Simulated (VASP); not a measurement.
# CHSF₃: harmonic vibrations of a molecule

CHSF₃, molecule in box, 6 atoms in the cell. PBE, harmonic vibrations; PAW potentials F, C, S, H (PBE set).

## Input

INCAR.step1:
```
PREC     = Accurate       # precision mode
ENCUT    = 400            # plane-wave cutoff, eV
EDIFF    = 1E-8           # SCF threshold, eV
ISMEAR   = 0              # smearing method
SIGMA    = 0.01           # smearing width, eV
ISYM     = 0            
LREAL    = F              # projectors in reciprocal space
LASPH    = T              # aspherical terms in the spheres
NELM     = 100            # most SCF steps
ALGO     = Normal         # electronic algorithm
LWAVE    = F              # write WAVECAR
LCHARG   = F              # write CHGCAR
IBRION   = 2              # ionic algorithm
NSW      = 60             # ionic steps
ISIF     = 2              # what is computed and relaxed
EDIFFG   = -0.002         # ionic threshold
POTIM    = 0.5            # step
```

INCAR.step2, as INCAR.step1 but for:
```
- IBRION = 2
- NSW = 60
- ISIF = 2
- EDIFFG = -0.002
- POTIM = 0.5
+ IBRION = 5
+ NFREE = 2
+ POTIM = 0.015
+ NSW = 1
```

KPOINTS:
```
k-points
0
Gamma
  1 1 1
```

POSCAR.step1:
```
HCSF3
1.0
   12.0000000000      0.0000000000      0.0000000000
    0.0000000000     12.0000000000      0.0000000000
    0.0000000000      0.0000000000     12.0000000000
F C S H
3 1 1 1
Direct
    0.5449166700      0.4049875000      0.5936458300
    0.4167500000      0.3932875000      0.4680791700
    0.5854166700      0.4262291700      0.4197541700
    0.5091166700      0.4474625000      0.4976625000
    0.4861083300      0.5947125000      0.5177125000
    0.4528416700      0.6102125000      0.4120208300
```

Commands (each step's output is kept before the next begins):
```
cat potpaw_PBE.64/F/POTCAR potpaw_PBE.64/C/POTCAR potpaw_PBE.64/S/POTCAR potpaw_PBE.64/H/POTCAR > POTCAR
cp INCAR.step1 INCAR
cp POSCAR.step1 POSCAR
mpirun -np 4 vasp_gam > vasp.out
cp CONTCAR POSCAR
cp INCAR.step2 INCAR
mpirun -np 4 vasp_gam > vasp.out
```

## Result

- Vibrations (cm⁻¹; a negative value is imaginary): 2634, 1125, 1071, 1062, 875, 730, 514, 509, 433, 316, 293, 194
- Zero-point energy (eV): 0.605
- Translations and rotations, which should read zero (cm⁻¹): -13, -11, 0, 3, 8, 14
- Vibrational entropy at 298 K (meV/K): 0.334
- Displaced cells: 36
- Ionic steps, all stages: 57
- Electronic steps, all stages: 1042

VASP 6.6.1 took 1159 s on 4 cores (Intel Xeon Platinum 8488C (Sapphire Rapids)), a shared host.
